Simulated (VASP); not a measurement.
Given:

```
InAs
1.0
    0.00000     3.09292     3.09292
    3.09292     0.00000     3.09292
    3.09292     3.09292     0.00000
In As
1 1
Direct
  0.00000   0.00000   0.00000
  0.25000   0.25000   0.25000
```

The numbers are results of PBE GGA with spin-orbit coupling, VASP's PBE PAW potentials (set 64) (plane waves; VASP), not measurements. Run with 400 eV cut-off, 9×9×9 Γ-centred mesh, Gaussian smearing of 0.050 eV, potentials In_d As.

### Question
What does the run give for the energy per atom (σ→0), band gap (over mesh and band path) with the smallest direct gap where there is one?

### Answer

The band gap (over mesh and band path) comes out as none (metal, semimetal or under 0.01 eV) and the energy per atom (σ→0) comes out as -3.883 eV/atom.

Only differences to runs with the same potentials and settings are physical.

The compound is InAs in the zinc blende structure. It was relaxed first, which changed the volume by +6 %.
